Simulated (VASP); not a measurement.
All values below come from r2SCAN meta-GGA, VASP's PBE PAW potentials (set 64) (plane waves; VASP).

VASP input:

File POSCAR:
```
Se
1
    5.6489945149     3.2614494778     1.6156712287
   -5.6489957105     3.2614474071     1.6156712287
    0.0000011956    -6.5228978767     1.6156712152
Se
6
Direct
  0.8518657283   0.7273215989   0.0957177428
  0.1481342717   0.2726784011   0.9042822572
  0.0957177426   0.8518657281   0.7273215986
  0.9042822574   0.1481342719   0.2726784014
  0.7273215988   0.0957177426   0.8518657281
  0.2726784012   0.9042822574   0.1481342719
```

**INCAR**
```
SYSTEM = Se
PREC = Accurate
ENCUT = 400
EDIFF = 1E-6
NELM = 100
ALGO = Normal
LREAL = .FALSE.
LASPH = .TRUE.
ISMEAR = 0
SIGMA = 0.05
METAGGA = R2SCAN
LMIXTAU = .TRUE.
LMAXMIX = 4
LWAVE = .FALSE.
LCHARG = .FALSE.
IBRION = 2
ISIF = 3
NSW = 60
EDIFFG = -0.02
```

KPOINTS:
```
Automatic mesh
0
G
5 5 5
0 0 0
```

POTCAR, in this order: Se (PBE.64 set). Program: vasp_std.

Output

OSZICAR:
```
       N       E                     dE             d eps       ncg     rms          rms(c)
DAV:   1     0.127432949017E+03    0.12743E+03   -0.12965E+04  1012   0.113E+03
DAV:   2    -0.760366719007E+02   -0.20347E+03   -0.20014E+03  1424   0.206E+02
DAV:   3    -0.925070277582E+02   -0.16470E+02   -0.16287E+02  1180   0.668E+01
DAV:   4    -0.927939382795E+02   -0.28691E+00   -0.28600E+00  1450   0.892E+00
DAV:   5    -0.927972743371E+02   -0.33361E-02   -0.33354E-02  1204   0.990E-01    0.989E+00
DAV:   6    -0.886121369566E+02    0.41851E+01   -0.62795E-01  1228   0.625E+00    0.693E+00
DAV:   7    -0.819551122297E+02    0.66570E+01   -0.35941E+00  1102   0.990E+00    0.268E+00
DAV:   8    -0.847392183327E+02   -0.27841E+01   -0.80691E-01  1024   0.603E+00    0.859E-01
DAV:   9    -0.853081300732E+02   -0.56891E+00   -0.20934E-01  1240   0.279E+00    0.715E-01
DAV:  10    -0.856940650519E+02   -0.38593E+00   -0.16163E-01  1054   0.325E+00    0.147E-01
DAV:  11    -0.857073252398E+02   -0.13260E-01   -0.10382E-02  1288   0.834E-01    0.874E-02
DAV:  12    -0.857055944742E+02    0.17308E-02   -0.61092E-03  1162   0.753E-01    0.671E-02
DAV:  13    -0.857109820458E+02   -0.53876E-02   -0.48044E-03  1192   0.619E-01    0.193E-02
DAV:  14    -0.857116032291E+02   -0.62118E-03   -0.24705E-04  1234   0.136E-01    0.127E-02
DAV:  15    -0.857115954551E+02    0.77740E-05   -0.25279E-05  1252   0.460E-02    0.974E-03
DAV:  16    -0.857117016784E+02   -0.10622E-03   -0.80064E-05  1150   0.784E-02    0.217E-03
DAV:  17    -0.857117234149E+02   -0.21737E-04   -0.76560E-06  1282   0.246E-02    0.164E-03
DAV:  18    -0.857117238031E+02   -0.38818E-06   -0.93264E-07   812   0.944E-03
   1 F= -.85711724E+02 E0= -.85711724E+02  d E =-.857117E+02
       N       E                     dE             d eps       ncg     rms          rms(c)
DAV:   1    -0.857124488010E+02   -0.72539E-03   -0.15581E-01  1024   0.216E+00    0.329E-01
DAV:   2    -0.857128971501E+02   -0.44835E-03   -0.92543E-03  1240   0.508E-01    0.168E-01
DAV:   3    -0.857124273833E+02    0.46977E-03   -0.10084E-03  1246   0.180E-01    0.391E-02
DAV:   4    -0.857124345656E+02   -0.71823E-05   -0.17898E-04  1262   0.109E-01    0.210E-02
DAV:   5    -0.857123511877E+02    0.83378E-04   -0.15868E-04  1204   0.100E-01    0.156E-02
DAV:   6    -0.857124443844E+02   -0.93197E-04   -0.56176E-05  1222   0.619E-02    0.204E-03
DAV:   7    -0.857124465692E+02   -0.21848E-05   -0.22463E-06   960   0.130E-02    0.139E-03
DAV:   8    -0.857124466362E+02   -0.66979E-07   -0.38920E-07   854   0.476E-03
   2 F= -.85712447E+02 E0= -.85712447E+02  d E =-.722833E-03
       N       E                     dE             d eps       ncg     rms          rms(c)
DAV:   1    -0.857128207647E+02   -0.37420E-03   -0.21702E-02  1024   0.808E-01    0.124E-01
DAV:   2    -0.857128779099E+02   -0.57145E-04   -0.12777E-03  1234   0.189E-01    0.621E-02
DAV:   3    -0.857128187485E+02    0.59161E-04   -0.13985E-04  1246   0.673E-02    0.145E-02
DAV:   4    -0.857128252574E+02   -0.65088E-05   -0.25714E-05  1250   0.414E-02    0.798E-03
DAV:   5    -0.857128177293E+02    0.75281E-05   -0.23466E-05  1192   0.386E-02    0.565E-03
DAV:   6    -0.857128332995E+02   -0.15570E-04   -0.86942E-06  1168   0.243E-02    0.783E-04
DAV:   7    -0.857128333249E+02   -0.25382E-07   -0.28695E-07   692   0.467E-03
   3 F= -.85712833E+02 E0= -.85712833E+02  d E =-.110952E-02
       N       E                     dE             d eps       ncg     rms          rms(c)
DAV:   1    -0.857134566604E+02   -0.62336E-03   -0.44917E-02  1024   0.115E+00    0.849E-02
DAV:   2    -0.857136045225E+02   -0.14786E-03   -0.23124E-03  1246   0.251E-01    0.490E-02
DAV:   3    -0.857136236944E+02   -0.19172E-04   -0.11113E-04  1204   0.746E-02    0.276E-02
DAV:   4    -0.857136182446E+02    0.54498E-05   -0.40361E-05  1276   0.412E-02    0.973E-03
DAV:   5    -0.857136215587E+02   -0.33141E-05   -0.10143E-05  1186   0.280E-02    0.574E-03
DAV:   6    -0.857136250760E+02   -0.35173E-05   -0.45846E-06  1226   0.182E-02    0.156E-03
DAV:   7    -0.857136259287E+02   -0.85267E-06   -0.60587E-07   728   0.686E-03
   4 F= -.85713626E+02 E0= -.85713626E+02  d E =-.792604E-03
       N       E                     dE             d eps       ncg     rms          rms(c)
DAV:   1    -0.857136381080E+02   -0.13032E-04   -0.16006E-01  1024   0.217E+00    0.161E-01
DAV:   2    -0.857141378222E+02   -0.49971E-03   -0.82331E-03  1246   0.474E-01    0.924E-02
DAV:   3    -0.857142130782E+02   -0.75256E-04   -0.40234E-04  1186   0.143E-01    0.521E-02
DAV:   4    -0.857141900663E+02    0.23012E-04   -0.14642E-04  1270   0.786E-02    0.185E-02
DAV:   5    -0.857142003174E+02   -0.10251E-04   -0.37998E-05  1168   0.540E-02    0.107E-02
DAV:   6    -0.857142109404E+02   -0.10623E-04   -0.16946E-05  1264   0.348E-02    0.292E-03
DAV:   7    -0.857142140320E+02   -0.30916E-05   -0.22146E-06   816   0.131E-02    0.780E-04
DAV:   8    -0.857142140181E+02    0.13986E-07   -0.55305E-07   728   0.610E-03
   5 F= -.85714214E+02 E0= -.85714214E+02  d E =-.138069E-02
```

### OUTCAR
```
------------------------ aborting loop because EDIFF is reached ----------------------------------------
  FORCE on cell =-STRESS in cart. coord.  units (eV):
  Direction    XX          YY          ZZ          XY          YZ          ZX
  --------------------------------------------------------------------------------------
  Total        0.0602043      0.0602043     -0.1069256     -0.0000012      0.0000000      0.0000000
  in kB        0.5403777      0.5403777     -0.9597351     -0.0000112      0.0000002      0.0000000
  external PRESSURE =       0.0403401 kB  Pullay stress =       0.0000000 kB
  volume of cell :      178.50
      direct lattice vectors                 reciprocal lattice vectors
     5.644354299  3.258770751  1.617415904     0.088584069  0.051144063  0.206090066
    -5.644355757  3.258768225  1.617415904    -0.088584092  0.051144024  0.206090066
     0.000001458 -6.517539969  1.617415893     0.000000023 -0.102288088  0.206090035
 POSITION                                       TOTAL-FORCE (eV/Angst)
 -----------------------------------------------------------------------------------
      0.69816      4.52447      2.69984        -0.017346     -0.005567      0.002965
     -0.69816     -4.52447      2.15241         0.017346      0.005567     -0.002965
     -4.26738     -1.65761      2.69984         0.013494     -0.012238      0.002965
      4.26738      1.65761      2.15241        -0.013494      0.012238     -0.002965
      3.56923     -2.86686      2.69984         0.003852      0.017806      0.002965
     -3.56923      2.86686      2.15241        -0.003852     -0.017806     -0.002965
 -----------------------------------------------------------------------------------
    total drift:                                0.000000     -0.000000      0.000000
  FREE ENERGIE OF THE ION-ELECTRON SYSTEM (eV)
  ---------------------------------------------------
  free  energy   TOTEN  =       -85.7142140181 eV

  energy  without entropy=      -85.7142140181  energy(sigma->0) =      -85.71421402

 reached required accuracy - stopping structural energy minimisation
```
(Selected blocks of OUTCAR.)

**CONTCAR**
```
Se
   1.00000000000000
     5.6443542985573316    3.2587707512410442    1.6174159044548650
    -5.6443557569892828    3.2587682253023491    1.6174159044548650
     0.0000014584319897   -6.5175399685995927    1.6174158931058935
  Se
     6
Direct
     0.8496558799256204    0.7259645450652247    0.0936110979041757
     0.1503441200743796    0.2740354549347753    0.9063889020958243
     0.0936110977042368    0.8496558797256221    0.7259645447651395
     0.9063889022957631    0.1503441202743780    0.2740354552348603
     0.7259645449652412    0.0936110977042499    0.8496558797255724
     0.2740354550347587    0.9063889022957501    0.1503441202744276
```

The structure comes from a computed database's Se entry (R-3); how it stands against other phases isn't given here. This run relaxes it. Symmetry was kept, so distortions that lower it aren't found. The start is the result of an earlier pass.
